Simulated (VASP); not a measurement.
A convergence study with VASP on PbTe (rock salt): a few settings are varied, all else stays as given below, so the limit is that of these other settings. The cell's lengths are 1 % over those of the tabulated start and one atom is moved, so it is off equilibrium.

```
CELL_PARAMETERS angstrom
      0.00000     3.26230     3.26230
      3.26230     0.00000     3.26230
      3.26230     3.26230     0.00000
ATOMIC_POSITIONS crystal
  Te 0.50000 0.50000 0.50000
  Pb 0.99071 0.00929 0.00929
```

Calculation: LDA (Ceperley-Alder, Perdew-Zunger), VASP's LDA PAW potentials (set 64) (plane waves; VASP 6.6.1). The last row used: 900 eV cut-off, 6×6×6 Γ-centred mesh, Gaussian smearing of 0.050 eV, potentials Te Pb.

Energies of different potentials or hybrids have different zeros.

```tsv
setting	E (eV/atom)	pressure (GPa)	plane waves
ENCUT = 520, POTCAR Te Pb_d	-4.3686	-2.72	1893
ENCUT = 700, POTCAR Te Pb_d	-4.3687	-2.69	2954
ENCUT = 900, POTCAR Te Pb_d	-4.3686	-2.70	4279
ENCUT = 300, POTCAR Te_GW Pb_d	-4.3705	-3.04	869
ENCUT = 400, POTCAR Te_GW Pb_d	-4.3714	-2.77	1283
ENCUT = 520, POTCAR Te_GW Pb_d	-4.3713	-2.76	1893
ENCUT = 700, POTCAR Te_GW Pb_d	-4.3714	-2.73	2954
ENCUT = 900, POTCAR Te_GW Pb_d	-4.3716	-2.73	4279
ENCUT = 300, POTCAR Te Pb	-4.3850	-2.81	869
ENCUT = 400, POTCAR Te Pb	-4.3850	-2.81	1283
ENCUT = 520, POTCAR Te Pb	-4.3850	-2.81	1893
ENCUT = 700, POTCAR Te Pb	-4.3850	-2.81	2954
ENCUT = 900, POTCAR Te Pb	-4.3851	-2.81	4279
```

Left out are rungs that failed or repeat a setting and relaxations that didn't move; long series are thinned to 24 rows.

The compound is PbTe in the rock salt structure. The cell was not relaxed at this level, it is distorted from the ideal structure.
